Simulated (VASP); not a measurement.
```
InAs
1.0
    0.00000     2.61240     2.61240
    2.61240     0.00000     2.61240
    2.61240     2.61240     0.00000
In As
1 1
Cartesian
  0.00000   0.00000   0.00000
  2.61240   2.61240   2.61240
```

All values below come from PBEsol GGA, VASP's PBE PAW potentials (set 64) (plane waves; VASP). Settings: 500 eV cut-off, 12×12×12 Γ-centred mesh, first-order Methfessel-Paxton smearing of 0.10 eV, potentials In_d As.

Unless said otherwise, spin-orbit coupling is left out, though it shifts the bands of the heavy elements here.

Problem. What does the run give for the energy per atom (σ→0), pressure, band gap (on the k-mesh) with the smallest direct gap where there is one?

Solution. 
- band gap (on the k-mesh) = none (metal, semimetal or under 0.01 eV)
- energy per atom (σ→0) = -3.748 eV/atom
- pressure = 299.2 kbar

Only differences to runs with the same potentials and settings are physical.

The structure was generated: InAs was put into the rock salt type (Fm-3m), which need not be its known phase. It was relaxed first under an external pressure of 30 GPa.
